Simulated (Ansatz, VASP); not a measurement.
# Cross-check of Te3Pb16Se13 (PbSe0.8Te0.2, rock salt) between VASP and Ansatz, part 2 of 2

Wanted: the spread between two codes on one cell, functional and k mesh. The cell is invented: As first built, before any earlier steps moved the atoms or strained the cell (in the runner's words): 1x2x2 conventional cells of the PbSe type (32 atoms: 13 Se, 3 Te, 16 Pb); Se/Te share their sites, the best of 600 random draws by like-pair counts in two shells; start lattice by linear mixing of the end members' cells; atoms moved at random by 0.02 A. It may not be a known or stable phase. Of the first pair: The structure shown is the start of the Ansatz relaxation below; VASP solves that cell, so the two are compared at the walk's first step.

VASP 6.6.1 and Ansatz 0.2.0.

So far: The structure; Ansatz: relaxation, PBE.

**3. VASP: single point, PBE, start cell, pair 1**

Level of this step: PBE; plane waves and PAW (Se, Te, Pb_d); invented cell (VASP).

The same cell, functional, mesh and smearing now go to VASP, with its own data sets.

Lines of VASP's logs that name or quote its potential files are left out, and so is its time.

INCAR reads:

```
SYSTEM = Te3Pb16Se13
PREC = Accurate
ENCUT = 400
EDIFF = 1E-06
NELM = 120
ISMEAR = 1
SIGMA = 0.15
LREAL = Auto
ALGO = Normal
GGA = PE
NBANDS = 188
LORBIT = 11
LWAVE = .FALSE.
LCHARG = .FALSE.
ISIF = 2
ISYM = 0
LASPH = .TRUE.
GGA_COMPAT = .FALSE.
EFERMI = MIDGAP
KPAR = 4
```

POSCAR reads:

```
Te3Pb16Se13
1.0
    6.1894400000      0.0000000000      0.0000000000
    0.0000000000     12.3788800000      0.0000000000
    0.0000000000      0.0000000000     12.3788800000
Se Te Pb
13 3 16
Direct
    0.4913853273      0.0009774713      0.9995896236
    0.4951336470      0.2511212646      0.2499176016
    0.0095323648      0.9964067832      0.2486977820
    0.0001615655      0.2493763572      0.0010501758
    0.5028726347      0.0007835927      0.5001098645
    0.9977639334      0.0002988962      0.7514492426
    0.0004039138      0.2466135870      0.5027272257
    0.4983972702      0.5014266234      0.9992018664
    0.5035027402      0.7494781434      0.2524218669
    0.0042330162      0.7489611338      0.9952919812
    0.5011277272      0.7484118111      0.7515865733
    0.0012440544      0.4993989763      0.7484683590
    0.9972630803      0.7523782442      0.5015720324
    0.4993181936      0.2505315505      0.7514896340
    0.9994119016      0.4970885896      0.2526884500
    0.4989627495      0.4990192974      0.5000533166
    0.9969237928      0.9982567082      0.0003716007
    0.9977316203      0.2507092726      0.2506688812
    0.5064270758      0.9995896236      0.2501680281
    0.4982841743      0.2519533270      0.0008078275
    0.0012925240      0.0030778229      0.5004895435
    0.0009370799      0.2479061111      0.7472081481
    0.4983972702      0.0001938786      0.7482583239
    0.4969754937      0.2512585953      0.4991081584
    0.9981678472      0.4994797591      0.9982567082
    0.0028597094      0.7523459311      0.2517190570
    0.5050537690      0.4968462413      0.2515009435
    0.4996574811      0.7522732267      0.9989999095
    0.0027143005      0.5029291826      0.5010469445
    0.0005654793      0.7498093527      0.7509322330
    0.4995443853      0.4982033916      0.7511018767
    0.5055707786      0.7507383544      0.5018466937
```

KPOINTS reads:

```
Points of the shifted mesh
16
Reciprocal
 0.1250000000  0.2500000000  0.2500000000 1
 0.1250000000  0.2500000000  0.7500000000 1
 0.1250000000  0.7500000000  0.2500000000 1
 0.1250000000  0.7500000000  0.7500000000 1
 0.3750000000  0.2500000000  0.2500000000 1
 0.3750000000  0.2500000000  0.7500000000 1
 0.3750000000  0.7500000000  0.2500000000 1
 0.3750000000  0.7500000000  0.7500000000 1
 0.6250000000  0.2500000000  0.2500000000 1
 0.6250000000  0.2500000000  0.7500000000 1
 0.6250000000  0.7500000000  0.2500000000 1
 0.6250000000  0.7500000000  0.7500000000 1
 0.8750000000  0.2500000000  0.2500000000 1
 0.8750000000  0.2500000000  0.7500000000 1
 0.8750000000  0.7500000000  0.2500000000 1
 0.8750000000  0.7500000000  0.7500000000 1
```

Potentials, in the order of the species: Se, Te and Pb_d (PBE family, release 64).

Command:

```bash
$ mpirun -np 4 vasp_std
```

Numbers of over 12 decimals in the logs are rounded to 6 here.

Log:

```text
[banner, memory and clock lines left out]
running    4 mpi-ranks, on    1 nodes
[...]
LDA part: xc-table for (Slater+PW92), standard interpolation
 POSCAR, INCAR and KPOINTS ok, starting setup
[...]
entering main loop
       N       E                     dE             d eps       ncg     rms          rms(c)
DAV:   1     0.355553442214E+04    0.35555E+04   -0.12128E+05  6016   0.147E+03
DAV:   2     0.432651206838E+03   -0.31229E+04   -0.30358E+04  6168   0.442E+02
DAV:   3    -0.884142335502E+02   -0.52107E+03   -0.49640E+03  7480   0.214E+02
DAV:   4    -0.131018681960E+03   -0.42604E+02   -0.41983E+02  7512   0.606E+01
[...]
DAV:  13    -0.128307763615E+03   -0.18728E-04   -0.10101E-04  6784   0.239E-02    0.164E-02
DAV:  14    -0.128307765014E+03   -0.13992E-05   -0.15641E-05  6288   0.914E-03    0.397E-03
DAV:  15    -0.128307765279E+03   -0.26480E-06   -0.11445E-06  4064   0.369E-03
   1 F= -.12830777E+03 E0= -.12831414E+03  d E =0.191176E-01
```

From OUTCAR (step 3):

```text
  Total       14.3158599     14.5486866     14.1127964      0.0308984      0.0598662      0.0084043
  in kB       24.1832107     24.5765154     23.8401836      0.0521954      0.1011297      0.0141971
  external PRESSURE =      24.1999699 kB  Pullay stress =       0.0000000 kB

 POSITION                                       TOTAL-FORCE (eV/Angst)
 -----------------------------------------------------------------------------------
      3.04140      0.01210     12.37380         0.079454     -0.001869      0.010999
      3.06460      3.10860      3.09370         0.049143     -0.065009      0.060127
      0.05900     12.33440      3.07860        -0.076466      0.095765      0.082493
      0.00100      3.08700      0.01300        -0.029749      0.007984      0.003710
      3.11250      0.00970      6.19080        -0.024167     -0.031214     -0.007984
      6.17560      0.00370      9.30210         0.014834     -0.018032     -0.082353
      0.00250      3.05280      6.22320        -0.025738      0.203870     -0.097872
      3.08480      6.20710     12.36900         0.017101     -0.042856      0.058998
      3.11640      9.27770      3.12470        -0.010638     -0.001176     -0.039556
      0.02620      9.27130     12.32060        -0.045084      0.005197      0.226515
      3.10170      9.26450      9.30380        -0.012839      0.055866     -0.039844
      0.00770      6.18200      9.26520        -0.025823     -0.021362      0.066754
      6.17250      9.31360      6.20890         0.068494     -0.146814     -0.113574
      3.09050      3.10130      9.30260         0.041040     -0.086513     -0.084397
[...]
-----------------------------------------------------------------------------------
    total drift:                               -0.014620      0.022865      0.013973

  FREE ENERGIE OF THE ION-ELECTRON SYSTEM (eV)
  ---------------------------------------------------
  free  energy   TOTEN  =      -128.3077652788 eV

  energy  without entropy=     -128.3268828327  energy(sigma->0) =     -128.31413780

[... 3 further parts left out ...]
[key lines of the parts left out:]
E-fermi :   4.9598
```

The gap is read on the k-mesh alone, so it is an upper bound where the band edges lie off the mesh. Methfessel-Paxton smearing is not meant for a cell with a gap.

**4. Differences**

Known differences besides the potentials themselves: the data sets hold 480 valence electrons in Ansatz (on its default PAW (the set named soft_2) files) and 320 in VASP; the cutoff is 420 eV in Ansatz and 400 eV in VASP (PREC = Accurate, projectors in real space). Total energies have different zeros and are not compared.

Forces on 10 of the 32 atoms, those with the largest forces and the largest differences (eV/Å; atoms numbered as in POSCAR):

| atom | Ansatz x, y, z | VASP x, y, z |
| --- | --- | --- |
| Se7 | -0.025, 0.185, -0.094 | -0.026, 0.204, -0.098 |
| Te14 | 0.042, -0.103, -0.092 | 0.041, -0.087, -0.084 |
| Te16 | 0.078, 0.099, 0.056 | 0.074, 0.085, 0.052 |
| Pb18 | 0.011, -0.581, -0.073 | 0.011, -0.593, -0.077 |
| Pb23 | 0.004, -0.513, 0.035 | 0.004, -0.521, 0.035 |
| Pb24 | 0.027, -0.556, -0.409 | 0.028, -0.569, -0.410 |
| Pb27 | -0.137, 0.099, -0.572 | -0.139, 0.100, -0.580 |
| Pb29 | -0.086, 0.027, 0.498 | -0.087, 0.031, 0.501 |
| Pb31 | 0.016, 0.583, 0.475 | 0.017, 0.587, 0.484 |
| Pb32 | -0.045, 0.481, -0.013 | -0.047, 0.492, -0.010 |

The forces differ by 6.0 meV/Å r.m.s., which is 3.2 % of the r.m.s. force of 0.189 eV/Å (both taken over all components).

**5. Ansatz: relaxation, PBE**

This run makes the geometry at which the two programs are then compared. The cell compared in this pair holds 994.08 Å³, against 948.45 Å³ for the pair before.

The structure compared here is the end of the Ansatz relaxation.

This is the run of step 2 again, met here at its other cell.

**6. VASP: single point, PBE, relaxed cell, pair 2**

The same cell, functional, mesh and smearing now go to VASP, with its own data sets.

INCAR, as its differences from that of step 3:

```diff
@@ -2,3 +2,3 @@
 PREC = Accurate
-ENCUT = 400
+ENCUT = 500
 EDIFF = 1E-06
```

POSCAR reads:

```
Te3Pb16Se13
1.0
    6.2966540000      0.0000790000      0.0000360000
    0.0001590000     12.5655910000      0.0020890000
    0.0000710000      0.0020890000     12.5640450000
Se Te Pb
13 3 16
Direct
    0.5001800000      0.9995200000      0.0006300000
    0.5001300000      0.2482400000      0.2493100000
    0.0003900000      0.9996500000      0.2502200000
    0.0003300000      0.2493900000      0.0006300000
    0.5004100000      0.9992800000      0.4999200000
    0.0003100000      0.9993100000      0.7504800000
    0.0002000000      0.2481100000      0.4999100000
    0.5001900000      0.5004800000      0.9998700000
    0.5003100000      0.7512800000      0.2498900000
    0.0003400000      0.7506800000      0.0002500000
    0.5003400000      0.7509000000      0.7509800000
    0.0002900000      0.5012700000      0.7517200000
    0.0000900000      0.7513000000      0.5011200000
    0.5003500000      0.2502900000      0.7499100000
    0.0003200000      0.4997800000      0.2509200000
    0.5002400000      0.4998100000      0.5001400000
    0.0005600000      0.0001200000      0.9986700000
    0.0005000000      0.2428100000      0.2504300000
    0.5003800000      0.9990800000      0.2486500000
    0.5001700000      0.2495600000      0.0071100000
    0.0004500000      0.9999100000      0.5018300000
    0.0003500000      0.2487500000      0.7495500000
    0.5004300000      0.9932400000      0.7509300000
    0.5003300000      0.2425200000      0.4918000000
    0.0004000000      0.4990800000      0.9937800000
    0.0006600000      0.7567700000      0.2510000000
    0.5004000000      0.5016100000      0.2423700000
    0.5004400000      0.7511300000      0.0016200000
    0.0002800000      0.4988400000      0.5092600000
    0.0005800000      0.7505500000      0.7501100000
    0.5003600000      0.5080800000      0.7573400000
    0.5011400000      0.7565200000      0.4985000000
```

KPOINTS is that of step 3.

Command:

```bash
$ mpirun -np 4 vasp_std
```

Log:

```text
[... set-up lines as in an earlier step ...]
 entering main loop
       N       E                     dE             d eps       ncg     rms          rms(c)
DAV:   1     0.381210254199E+04    0.38121E+04   -0.13616E+05  6016   0.170E+03
DAV:   2     0.503772639746E+03   -0.33083E+04   -0.32244E+04  6056   0.475E+02
DAV:   3    -0.770460497469E+02   -0.58082E+03   -0.55022E+03  7400   0.227E+02
DAV:   4    -0.131569981034E+03   -0.54524E+02   -0.53593E+02  7544   0.662E+01
[...]
DAV:  13    -0.128969579410E+03   -0.12238E-04   -0.85709E-05  6648   0.243E-02    0.365E-02
DAV:  14    -0.128969579204E+03    0.20601E-06   -0.45074E-05  6240   0.118E-02    0.593E-03
DAV:  15    -0.128969578735E+03    0.46866E-06   -0.39487E-06  5288   0.511E-03
   1 F= -.12896958E+03 E0= -.12897487E+03  d E =0.158601E-01
```

Parts of OUTCAR (step 6):

```text
  Total       -0.2356049     -0.0495157     -0.0783826      0.0060824      0.0085151     -0.0119542
  in kB       -0.3797280     -0.0798053     -0.1263305      0.0098030      0.0137240     -0.0192668
  external PRESSURE =      -0.1952879 kB  Pullay stress =       0.0000000 kB

 POSITION                                       TOTAL-FORCE (eV/Angst)
 -----------------------------------------------------------------------------------
      3.14962     12.55960      0.01002         0.001278     -0.002916      0.004533
      3.14920      3.11984      3.13288         0.001598      0.006039      0.006652
      0.00263     12.56172      3.14586        -0.000196     -0.001473      0.003482
      0.00212      3.13373      0.00844        -0.000135      0.000459      0.005901
      3.15110     12.55763      6.28312         0.000643     -0.004330     -0.003521
      0.00216     12.55849      9.43115         0.000473     -0.004362     -0.000965
      0.00133      3.11869      6.28141         0.000680      0.010728     -0.004273
      3.14967      6.29096     12.56348         0.001002      0.003514      0.008021
      3.15042      9.44084      3.14122         0.000905     -0.003854      0.003131
      0.00226      9.43274      0.00471         0.001491      0.002003      0.002316
      3.15064      9.43711      9.43693        -0.000120     -0.000221     -0.003973
      0.00196      6.30032      9.44569         0.000028      0.001066     -0.011779
      0.00072      9.44158      6.29766         0.002017     -0.008574     -0.000783
      3.15062      3.14665      9.42244         0.000846      0.007735     -0.004187
[...]
-----------------------------------------------------------------------------------
    total drift:                               -0.011080     -0.005536      0.002588

  FREE ENERGIE OF THE ION-ELECTRON SYSTEM (eV)
  ---------------------------------------------------
  free  energy   TOTEN  =      -128.9695787351 eV

  energy  without entropy=     -128.9854388267  energy(sigma->0) =     -128.97486543

[... 1 part as in an earlier step ...]

[... 2 further parts left out ...]
[key lines of the parts left out:]
E-fermi :   4.4805
```

The run ends at a pressure of -0.02 GPa, with forces up to 0.017 eV/Å.

**7. Side by side**

What differs besides the data sets and the points named for the pairs above, as far as they apply: the data sets hold 480 valence electrons in Ansatz (on its default PAW (the set named soft_2) files) and 320 in VASP; the cutoff is 420 eV in Ansatz and 500 eV in VASP (PREC = Accurate, projectors in real space); Ansatz's pressure holds a Pulay correction, VASP's none. Total energies have different zeros and are not compared.

Both answers:

| quantity | Ansatz | VASP | difference |
| --- | --- | --- | --- |
| pressure (GPa) | 0.00 | -0.02 | +0.02 |
| gap on the k mesh (eV) | 1.226 | 1.231 | -0.006 |

The largest component of a force difference here is 14 meV/Å. A gap on the mesh is an upper bound, since the band edges may lie between its points; neither run holds spin-orbit coupling, which can move the band edges of a compound of Pb.

**8. What came out**

```
r.m.s. force difference (single point, PBE, start cell, pair 1)           : 6.0 meV/Å
difference in gap on the k mesh (single point, PBE, relaxed cell, pair 2) : -0.0058 eV
```

**Reading.** The r.m.s. force difference is 6.0 meV/Å (single point, PBE, start cell, pair 1), within the 12 meV/Å picked in this series as the mark of a large difference. The data sets hold unlike numbers of valence electrons (480 in Ansatz and 320 in VASP), so part of the differences may come from the potentials. Such differences can come from data sets, numerical settings and the points named under the comparisons, not from the functional's error against experiment.

[Lines on the potential files, build, host, timing and source positions are cut from VASP's logs without a mark.]

[Logs are printed without paths, hosts, clocks, repeated set-up lines and the standing remarks that a program may print on its own settings, such as how far it seeks lower states.]

[Hosts, paths, dates, database ids (printed as entryN), source tags and the programs' standing remarks are cut or masked in the printed files.]
